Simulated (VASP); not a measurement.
Data:

```xyz
3
Lattice="0.0000 2.9855 2.9855 2.9855 0.0000 2.9855 2.9855 2.9855 0.0000" Properties=species:S:1:pos:R:3 pbc="T T T"
Li     1.4927     1.4927     1.4927
Li     4.4782     4.4782     4.4782
Se     0.0000    -0.2000     0.0000
```

All values below come from r2SCAN meta-GGA, VASP's PBE PAW potentials (set 64) (plane waves; VASP). Numerical set-up: 600 eV cut-off, 6×6×6 Γ-centred mesh, Gaussian smearing of 0.050 eV, potentials Li_sv Se.

Q: What does the run give for the energy per atom (σ→0), largest force?

A: 
| Quantity | Result |
|---|---|
| energy per atom (σ→0) | -7.789 eV/atom |
| largest force | 0.718 eV/Å |

The compound is Li2Se in the antifluorite structure. This cell was strained or had an atom moved on purpose.
